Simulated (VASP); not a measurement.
Here is the system:

```
Pd
1.0
    4.47623     0.00000     0.00000
   -2.23812     3.87653     0.00000
    0.00000     0.00000     2.63958
Pd
3
Direct
  0.00000   0.00000   0.00000
  0.33333   0.66667   0.50000
  0.66667   0.33333   0.50000
```

These are r2SCAN meta-GGA with spin-orbit coupling, VASP's PBE PAW potentials (set 64) (plane waves; VASP) values and carry that method's errors. Run with 400 eV cut-off, 7×7×10 Γ-centred mesh, Gaussian smearing of 0.050 eV, potentials Pd.

Problem. Estimate the energy per atom (σ→0), band gap (over mesh and band path) with the smallest direct gap where there is one.

Solution. 
```yaml
band gap (over mesh and band path): none (metal, semimetal or under 0.01 eV)
energy per atom (σ→0): -22.881 eV/atom
```

Total energies compare only between runs with the same potentials, cut-off and functional.

The structure was generated: Pd was put into the omega type (P6/mmm), which need not be its known phase. It was relaxed first.
